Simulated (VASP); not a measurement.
VASP runs on NbC (space group Fm-3m) share one base input (PBE GGA, plane waves, VASP's PBE PAW potentials (set 64)) and change the settings named in each case.

### POSCAR
```
NbC
3.1877010
  0.0000000000   0.7071067832   0.7071067832
  0.7071067832   0.0000000000   0.7071067832
  0.7071067832   0.7071067832   0.0000000000
Nb C
1 1
Cartesian
  0.0000000000   0.0000000000   0.0000000000
  0.7071067832   0.7071067832   0.7071067832
```

KPOINTS:
```
Automatic mesh
0
G
 13 13 13
0 0 0
```

INCAR:
```
LCHARG  =  .FALSE.
LREAL  =  .FALSE.   # projection in real space or not
GGA  =  PE   # PBE
ALGO  =  Normal   # blocked Davidson
LMAXMIX  =  4   # l cut-off of mixed one-centre charges
ISIF  =  2   # forces and stress, cell fixed
NELM  =  100
LWAVE  =  .FALSE.
LASPH  =  .TRUE.
PREC  =  Accurate
EDIFF  =  1E-6
SYSTEM  =  NbC
ENCUT  =  400
SIGMA  =  0.1
ISMEAR  =  1   # Methfessel-Paxton
```

POTCAR, in this order: Nb_sv C (PBE.64 set). Program: vasp_std.

```
change                                    E(σ→0) (eV/atom)  pressure (GPa)  −TS (eV)
----------------------------------------  ----------------  --------------  --------
base run                                          -10.2734           -6.19    0.0004
GGA removed, POTCAR Nb_sv C (LDA.64 set)          -11.2951             ___    0.0005
GGA = PS                                          -10.9152          -13.15    0.0005
GGA = RP                                           -9.7765           -2.45    0.0004
GGA = RE                                           -9.8685             ___    0.0004
GGA = 91                                          -10.2681           -5.23    0.0004
```

Question: Fill in the missing entries.

Answer: 
- GGA removed, POTCAR Nb_sv C (LDA.64 set), pressure (GPa): -17.34
- GGA = RE, pressure (GPa): -3.45

Energies of different potentials or functionals have different zeros.  At 400 eV the pressure can carry a Pulay error.

Left out are runs that ran out of time, are held back, or changed the cell or the kind of run, fixed moments of cells without a moment, rows past the twelfth, gaps on odd meshes, pressures of charged cells and columns that move by less than the noise.

The structure comes from a computed database's NbC entry; how it stands against other phases isn't given here. The cell was not relaxed at this level. The electron count is odd and the run is not spin-polarised, which forces a metal.
